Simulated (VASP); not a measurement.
Calculation: r2SCAN meta-GGA, VASP's PBE PAW potentials (set 64) (plane waves; VASP).

The input files of a VASP run:

File KPOINTS_OPT:
```
k-points along high-symmetry lines
10
Line-mode
Reciprocal
  0.000000   0.000000   0.000000 ! GAMMA
 -0.500000  -0.500000   0.000000 ! X

 -0.500000  -0.500000   0.000000 ! X
 -0.375000  -0.375000   0.250000 ! U

 -0.375000   0.000000   0.375000 ! K
  0.000000   0.000000   0.000000 ! GAMMA

  0.000000   0.000000   0.000000 ! GAMMA
 -0.000000   0.000000   0.500000 ! L

 -0.000000   0.000000   0.500000 ! L
 -0.500000  -0.250000   0.250000 ! W

 -0.500000  -0.250000   0.250000 ! W
 -0.500000  -0.500000   0.000000 ! X
```

POSCAR:
```
TiSb
1
    0.0000000000     3.1191972764     3.1191972764
    3.1191972764    -0.0000000000     3.1191972764
    3.1191972764     3.1191972764     0.0000000000
Ti Sb
1 1
Direct
  0.0000000000   0.0000000000   0.0000000000
  0.2500000000   0.2500000000   0.2500000000
```

KPOINTS:
```
Automatic mesh
0
Gamma
11 11 11
0 0 0
```

**INCAR**
```
SYSTEM = TiSb
PREC = Accurate; ENCUT = 400; LREAL = .False.
LASPH = .True.
EDIFF = 1E-7; NELM = 100; ALGO = Normal
LMAXMIX = 4; LMIXTAU = .True.
ISMEAR = -5
METAGGA = R2SCAN
ISIF = 2
LWAVE = .False.; LCHARG = .False.; LORBIT = 11
NEDOS = 601
```

POTCAR, in this order: Ti_sv Sb (PBE.64 set). Program: vasp_std.

Unless said otherwise, spin-orbit coupling is left out, though it shifts the bands of the heavy elements here.

Question: Estimate the energy per atom (σ→0), band gap (over mesh and band path).

Answer: 
```yaml
energy per atom (σ→0): -19.185 eV/atom
band gap (over mesh and band path): none (metal, semimetal or under 0.01 eV)
```

OSZICAR:
```
...
DAV:  18    -0.383704765758E+02    0.57262E-05   -0.48181E-06  1536   0.284E-02    0.457E-03
DAV:  19    -0.383704814282E+02   -0.48523E-05   -0.33963E-06  1760   0.219E-02    0.313E-03
DAV:  20    -0.383704831185E+02   -0.16903E-05   -0.29031E-06  1592   0.218E-02    0.133E-03
DAV:  21    -0.383704851044E+02   -0.19860E-05   -0.55332E-07  1596   0.896E-03    0.831E-04
DAV:  22    -0.383704850578E+02    0.46597E-07   -0.17870E-07  1364   0.427E-03
   1 F= -.38370485E+02 E0= -.38370485E+02  d E =0.000000E+00
       N       E                     dE             ncg
       N       E                     dE             ncg
```

The structure was generated: TiSb was put into the zinc blende type (F-43m), which need not be its known phase. It was relaxed first, which changed the volume by -26 %. The electron count is odd and the run is not spin-polarised, which forces a metal.
